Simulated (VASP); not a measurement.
All values below come from PBEsol GGA, VASP's PBE PAW potentials (set 64) (plane waves; VASP 6.6.1).

The input files of a VASP run:

**INCAR**
```
ALGO  =  Normal
EDIFF  =  1E-7
EDIFFG  =  -0.01
ENCUT  =  480
GGA  =  PS
IBRION  =  2
ISIF  =  3
ISMEAR  =  1
LASPH  =  .TRUE.
LCHARG  =  .FALSE.
LMAXMIX  =  4
LREAL  =  .FALSE.
LWAVE  =  .FALSE.
NELM  =  100
NSW  =  40
PREC  =  Accurate
PSTRESS  =  50
SIGMA  =  0.1
SYSTEM  =  Cu
```

File POSCAR:
```
Cu
1.0
  0.0000000000   1.7671387513   1.7671387513
  1.7671387513   0.0000000000   1.7671387513
  1.7671387513   1.7671387513   0.0000000000
Cu
1
Cartesian
  0.0000000000   0.0000000000   0.0000000000
```

File KPOINTS:
```
Automatic mesh
0
Gamma
16 16 16
0 0 0
```

POTCAR, in this order: Cu (PBE.64 set). Program: vasp_std.

What VASP printed:

OUTCAR:
```
 ion  position               nearest neighbor table
   1  0.000  0.000  0.000-
  LATTYP: Found a face centered cubic cell.
 ALAT       =     3.5342775026
 Subroutine PRICEL returns:
 Original cell was already a primitive cell.
 Subroutine GETGRP returns: Found 48 space group operations
The static configuration has the point symmetry O_h .
The dynamic configuration has the point symmetry O_h .
 Subroutine INISYM returns: Found 48 space group operations
 Subroutine IBZKPT returns following result:
 Found    145 irreducible k-points:

 Following reciprocal coordinates:
            Coordinates               Weight
  0.000000  0.000000  0.000000      1.000000
  0.062500  0.000000  0.000000      8.000000
  0.125000  0.000000  0.000000      8.000000
  0.187500  0.000000  0.000000      8.000000
  0.250000  0.000000  0.000000      8.000000
  0.312500  0.000000  0.000000      8.000000
  0.375000  0.000000  0.000000      8.000000
  0.437500  0.000000  0.000000      8.000000
  0.500000  0.000000  0.000000      4.000000
  0.062500  0.062500  0.000000      6.000000
  0.125000  0.062500  0.000000     24.000000
  0.187500  0.062500  0.000000     24.000000
  0.250000  0.062500  0.000000     24.000000
  0.312500  0.062500  0.000000     24.000000
  0.375000  0.062500  0.000000     24.000000
  0.437500  0.062500  0.000000     24.000000
  0.500000  0.062500  0.000000     24.000000
 -0.437500  0.062500  0.000000     24.000000
 -0.375000  0.062500  0.000000     24.000000
 -0.312500  0.062500  0.000000     24.000000
 -0.250000  0.062500  0.000000     24.000000
 -0.187500  0.062500  0.000000     24.000000
 -0.125000  0.062500  0.000000     24.000000
 -0.062500  0.062500  0.000000     12.000000
  0.125000  0.125000  0.000000      6.000000
  0.187500  0.125000  0.000000     24.000000
  0.250000  0.125000  0.000000     24.000000
  0.312500  0.125000  0.000000     24.000000
  0.375000  0.125000  0.000000     24.000000
  0.437500  0.125000  0.000000     24.000000
  0.500000  0.125000  0.000000     24.000000
 -0.437500  0.125000  0.000000     24.000000
 -0.375000  0.125000  0.000000     24.000000
 -0.312500  0.125000  0.000000     24.000000
 -0.250000  0.125000  0.000000     24.000000
 -0.187500  0.125000  0.000000     24.000000
 -0.125000  0.125000  0.000000     12.000000
  0.187500  0.187500  0.000000      6.000000
  0.250000  0.187500  0.000000     24.000000
  0.312500  0.187500  0.000000     24.000000
   k-points           NKPTS =    145   k-points in BZ     NKDIM =    145   number of bands    NBANDS=      9
   number of dos      NEDOS =    301   number of ions     NIONS =      1
   total plane-waves  NPLWV =   5832
   dimension x,y,z NGX =    18 NGY =   18 NGZ =   18
   dimension x,y,z NGXF=    36 NGYF=   36 NGZF=   36
   ions per type =               1
   PREC   = accura    normal or accurate (medium, high low for compatibility)
   ISTART =      0    job   : 0-new  1-cont  2-samecut
   ICHARG =      2    charge: 1-file 2-atom 10-const
   ISPIN  =      1    spin polarized calculation?
   LNONCOLLINEAR =      F non collinear calculations
   LSORBIT =      F    spin-orbit coupling
   INIWAV =      1    electr: 0-lowe 1-rand  2-diag
   ENCUT  =  480.0 eV  35.28 Ry    5.94 a.u.   4.46  4.46  4.46*2*pi/ulx,y,z
   NELM   =    100;   NELMIN=  2; NELMDL= -5     # of ELM steps
   EDIFF  = 0.1E-06   stopping-criterion for ELM
   LREAL  =      F    real-space projection
   NLSPLINE    = F    spline interpolate recip. space projectors
   LMAXMIX     =    4 max onsite mixed and CHGCAR
   VOSKOWN=      0    Vosko Wilk Nusair interpolation
...
```

OSZICAR:
```
       N       E                     dE             d eps       ncg     rms          rms(c)
DAV:   1     0.321285691143E+02    0.32129E+02   -0.55052E+03  2754   0.197E+03
DAV:   2    -0.499472526967E+01   -0.37123E+02   -0.35332E+02  2614   0.189E+02
DAV:   3    -0.540496609878E+01   -0.41024E+00   -0.40932E+00  3235   0.284E+01
DAV:   4    -0.540755426420E+01   -0.25882E-02   -0.25879E-02  3147   0.197E+00
DAV:   5    -0.540758114221E+01   -0.26878E-04   -0.26878E-04  3111   0.168E-01    0.845E+00
DAV:   6    -0.470774032673E+01    0.69984E+00   -0.19243E+01  2737   0.103E+02    0.395E+00
DAV:   7    -0.431793787966E+01    0.38980E+00   -0.27973E+00  2796   0.390E+01    0.614E-01
DAV:   8    -0.430397369617E+01    0.13964E-01   -0.54270E-03  2843   0.133E+00    0.309E-01
DAV:   9    -0.430221679159E+01    0.17569E-02   -0.10547E-02  2930   0.218E+00    0.228E-02
DAV:  10    -0.430222467652E+01   -0.78849E-05   -0.32145E-05  3812   0.111E-01    0.633E-03
DAV:  11    -0.430222533039E+01   -0.65387E-06   -0.72570E-07  2895   0.200E-02    0.419E-04
DAV:  12    -0.430222530705E+01    0.23339E-07   -0.10650E-08  1683   0.213E-03
   1 F= -.39577950E+01 E0= -.39578160E+01  d E =-.395779E+01
```

### OUTCAR
```
------------------------ aborting loop because EDIFF is reached ----------------------------------------
  FORCE on cell =-STRESS in cart. coord.  units (eV):
  Direction    XX          YY          ZZ          XY          YZ          ZX
  --------------------------------------------------------------------------------------
  Total        0.3392878      0.3392878      0.3392878     -0.0000000      0.0000000      0.0000000
  in kB       49.2534729     49.2534729     49.2534729     -0.0000000      0.0000000      0.0000000
  external PRESSURE =      -0.7465271 kB  Pullay stress =      50.0000000 kB
  volume of cell :       11.04
      direct lattice vectors                 reciprocal lattice vectors
     0.000000000  1.767138751  1.767138751    -0.282943260  0.282943260  0.282943260
     1.767138751  0.000000000  1.767138751     0.282943260 -0.282943260  0.282943260
     1.767138751  1.767138751  0.000000000     0.282943260  0.282943260 -0.282943260
 POSITION                                       TOTAL-FORCE (eV/Angst)
 -----------------------------------------------------------------------------------
      0.00000      0.00000      0.00000         0.000000      0.000000      0.000000
 -----------------------------------------------------------------------------------
    total drift:                                0.000000     -0.000000      0.000000
  FREE ENERGIE OF THE ION-ELECTRON SYSTEM (eV)
  ---------------------------------------------------
  free  energy   TOTEN  =        -4.3022253070 eV

  energy  without entropy=       -4.3022882951  energy(sigma->0) =       -4.30224630
  enthalpy is  TOTEN    =        -3.9577949917 eV   P V=        0.3444303153

 reached required accuracy - stopping structural energy minimisation
```
(Selected blocks of OUTCAR.)

The compound is Cu in the fcc structure. It was relaxed first under an external pressure of 5 GPa.
